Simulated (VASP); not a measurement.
## Nb: relaxation of cell and atoms with PBE

Nb:

```
Nb
1.0
    -1.66395    1.66395    1.66395
     1.66395   -1.66395    1.66395
     1.66395    1.66395   -1.66395
Nb
1
Direct
  0.00000 0.00000 0.00000
```

```yaml
Program: VASP 6.6.1
Task: relaxation of cell and atoms
Functional: PBE
Potentials_or_basis: VASP PAW PBE potentials, release 64 (Nb_pv)
Cutoff: 300 eV
k_mesh: 8 × 8 × 8
Occupations: methfessel-paxton, width 0.1 eV
Spin: no spin polarisation
Further_INCAR_settings: ALGO = Normal; EDIFF = 1e-06; IBRION = 2; EDIFFG = -0.01; NSW = 90; ISIF = 3
```

```json
{
  "Relaxed volume": "18.30 Å³/atom",
  "Relaxed cell": "a = 2.875 Å, b = 2.875 Å, c = 2.875 Å, α = 109.47°, β = 109.47°, γ = 109.47°",
  "Space group after relaxing (to 0.05 Å)": "Im-3m (No. 229)",
  "Energy gained by relaxing": "0.5 meV/atom",
  "Ionic steps": "3",
  "Pressure after relaxing": "0.0 GPa",
  "Band gap on the k mesh": "none (metal or under the smearing width)"
}
```

Step by step:
| step | energy change (eV) | largest force (eV/Å) | pressure (GPa) | volume (Å³) |
| --- | --- | --- | --- | --- |
| 1 | 0.0000 | 0.0000 | -1.27 | 18.43 |
| 2 | 0.0016 | 0.0000 | 2.65 | 18.04 |
| 3 | -0.0005 | 0.0000 | 0.01 | 18.30 |

Final structure:
```
Nb
1.0
    -1.66007    1.66007    1.66007
     1.66007   -1.66007    1.66007
     1.66007    1.66007   -1.66007
Nb
1
Direct
  0.00000 0.00000 0.00000
```

Levels at points of the mesh, in eV from the Fermi level:
```
           k point  band 1  band 2  band 3  band 4  band 5  band 6  band 7  band 8  band 9
(0.00, 0.00, 0.00)  -29.63  -29.63  -29.63   -5.75    0.49    0.49    0.49    3.34    3.34
(0.50, 0.00, 0.00)  -30.92  -30.04  -29.65   -3.51   -1.48    2.39    3.37    4.03    6.35
(0.50, 0.50, 0.50)  -30.51  -30.51  -30.51   -3.49   -3.49    5.60    5.60    5.60    9.37
```

Wall time 4 s on 1 thread of AMD EPYC 9R45 96-Core Processor (Zen 5), with other jobs on the host, peak memory 0.08 GiB.
